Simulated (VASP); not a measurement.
An input for Quantum ESPRESSO's pw.x (written as the equivalent of a VASP run, and not itself run):

```
&CONTROL
  calculation = 'scf'
  pseudo_dir = './pseudo'
  outdir = './out'
  tprnfor = .true.
  tstress = .true.
/
&SYSTEM
  ibrav = 0
  nat = 6
  ntyp = 2
  ecutwfc = 84
  occupations = 'tetrahedra'
  input_dft = 'pz'
/
&ELECTRONS
  conv_thr = 7.3e-09
  electron_maxstep = 100
/
ATOMIC_SPECIES
  W 183.840 W.upf
  O 15.999 O.upf
CELL_PARAMETERS angstrom
     4.9405053    0.0000000    0.0000000
    -0.0000000    4.9405053    0.0000000
     0.0000000    0.0000000    2.6586751
ATOMIC_POSITIONS crystal
  W    0.0000000  0.0000000  0.0000000
  W    0.5000000  0.5000000  0.5000000
  O    0.2802200  0.2802200  0.0000000
  O    0.7802200  0.2197800  0.5000000
  O    0.2197800  0.7802200  0.5000000
  O    0.7197800  0.7197800  0.0000000
K_POINTS automatic
  7 7 13 0 0 0
```

### Question
Write the VASP files for the same calculation (LDA).

### Answer
Several could match; the one computed here: 
**KPOINTS**
```
Automatic
0
G
7 7 13
0 0 0
```

File POSCAR:
```
WO2
4.9405050
  1.0000000526   0.0000000000   0.0000000000
  0.0000000000   1.0000000526   0.0000000000
  0.0000000000   0.0000000000   0.5381383282
W O
2 4
direct
  0.0000000000   0.0000000000   0.0000000000
  0.5000000000   0.5000000000   0.5000000000
  0.2802199736   0.2802199736   0.0000000000
  0.7802199736   0.2197800264   0.5000000000
  0.2197800264   0.7802199736   0.5000000000
  0.7197800264   0.7197800264   0.0000000000
```

**INCAR**
```
! general
SYSTEM =WO2
PREC   =Accurate
ENCUT  =520
LREAL  =.False.
LASPH  =.True.

! electronic loop
EDIFF  =1E-7
NELM   =100
ALGO   =Normal
LMAXMIX=6

! smearing
ISMEAR =-5

! ions
ISIF   =2

! output
LWAVE  =.False.
LCHARG =.True.
LORBIT =11
NEDOS  =601

! other
LEFG   =.True.
```

POTCAR, in this order: W_sv O (LDA.64 set). Program: vasp_std.

Limits of the translation: the potentials are each code's own (VASP's PAW set, PseudoDojo norm-conserving files in pw.x), so ENCUT and ecutwfc are chosen apart and not converted; conv_thr bounds pw.x's estimated SCF error, while EDIFF bounds the energy change between steps; the field gradients of LEFG aren't asked of the other code.

The structure was generated: WO2 was put into the rutile type (P4_2/mnm), which need not be its known phase. It was relaxed first, which changed the volume by -12 %.
